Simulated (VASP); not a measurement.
Given:

```yaml
crystal:
  lattice:
    - [0.00000, 2.52939, 2.52939]
    - [2.52939, 0.00000, 2.52939]
    - [2.52939, 2.52939, 0.00000]
  atoms:
    - { symbol: Li, position: [0.00000, 0.00000, 0.00000] }
    - { symbol: Cl, position: [0.50000, 0.50000, 0.50000] }
```

Level of theory: LDA (Ceperley-Alder, Perdew-Zunger), VASP's LDA PAW potentials (set 64) (plane waves; VASP). Run with 520 eV cut-off, 9×9×9 Γ-centred mesh, Gaussian smearing of 0.050 eV, potentials Li_sv Cl.

Task: Give the stress tensor in GPa (positive for a compressed cell).

Result: 
```
-2.12   0.00   0.00
 0.00  -2.12   0.00
 0.00   0.00  -2.12
```
The pressure is its mean diagonal, -2.12 GPa.

The compound is LiCl in the rock salt structure. This cell is one point of a volume scan, at 1.06 of the reference volume.
